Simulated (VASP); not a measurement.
An input for Quantum ESPRESSO's pw.x (written as the equivalent of a VASP run, and not itself run):

```
&CONTROL
  calculation = 'vc-relax'
  pseudo_dir = './pseudo'
  outdir = './out'
  tprnfor = .true.
  tstress = .true.
  nstep = 40
  forc_conv_thr = 0.00078
/
&SYSTEM
  ibrav = 0
  nat = 4
  ntyp = 2
  ecutwfc = 92
  occupations = 'smearing'
  smearing = 'methfessel-paxton'
  degauss = 0.00735
  input_dft = 'pbesol'
/
&ELECTRONS
  conv_thr = 7.3e-08
  electron_maxstep = 100
/
&IONS
/
&CELL
/
ATOMIC_SPECIES
  Cu 63.546 Cu.upf
  Au 196.967 Au.upf
CELL_PARAMETERS angstrom
     3.7170836    0.0000000   -0.0000000
    -0.0000000    3.7170836    0.0000000
    -0.0000000   -0.0000000    3.7170836
ATOMIC_POSITIONS crystal
  Cu   0.0000000  0.5000000  0.5000000
  Cu   0.5000000  0.0000000  0.5000000
  Cu   0.5000000  0.5000000  0.0000000
  Au   0.0000000  0.0000000  0.0000000
K_POINTS automatic
  8 8 8 0 0 0
```

Q: Translate this input to VASP (INCAR, KPOINTS, POSCAR, choice of POTCAR).

A: This is not unique; one that fits is 
INCAR:
```
! general
SYSTEM  = Cu3Au
PREC    = Accurate
ENCUT   = 500   ! plane-wave cut-off (eV)
LREAL   = .FALSE.   ! projection in real space or not
LASPH   = .TRUE.

! electronic loop
EDIFF   = 1E-6
NELM    = 100   ! most electronic steps
ALGO    = Normal   ! blocked Davidson
LMAXMIX = 6   ! l cut-off of mixed one-centre charges

! smearing
ISMEAR  = 1   ! Methfessel-Paxton
SIGMA   = 0.1

! functional
GGA     = PS   ! PBEsol

! ions
IBRION  = 2   ! conjugate gradients
NSW     = 40
ISIF    = 3
EDIFFG  = -0.02   ! ionic stop

! output
LWAVE   = .FALSE.
LCHARG  = .FALSE.
```

KPOINTS:
```
K-points
0
gamma
8 8 8
0 0 0
```

**POSCAR**
```
Cu3Au
1
    3.7170835625     0.0000000000    -0.0000000000
   -0.0000000000     3.7170835625     0.0000000000
   -0.0000000000    -0.0000000000     3.7170835625
Cu Au
3 1
Direct
  0.0000000000   0.5000000000   0.5000000000
  0.5000000000   0.0000000000   0.5000000000
  0.5000000000   0.5000000000   0.0000000000
  0.0000000000   0.0000000000   0.0000000000
```

POTCAR, in this order: Cu Au (PBE.64 set). Program: vasp_std.

The two are equivalent in intent, not identical: the potentials are each code's own (VASP's PAW set, PseudoDojo norm-conserving files in pw.x), so ENCUT and ecutwfc are chosen apart and not converted; conv_thr bounds pw.x's estimated SCF error, while EDIFF bounds the energy change between steps; forc_conv_thr acts on force components and is met together with etot_conv_thr.

The compound is Cu3Au in the L1_2 structure. It was relaxed first.
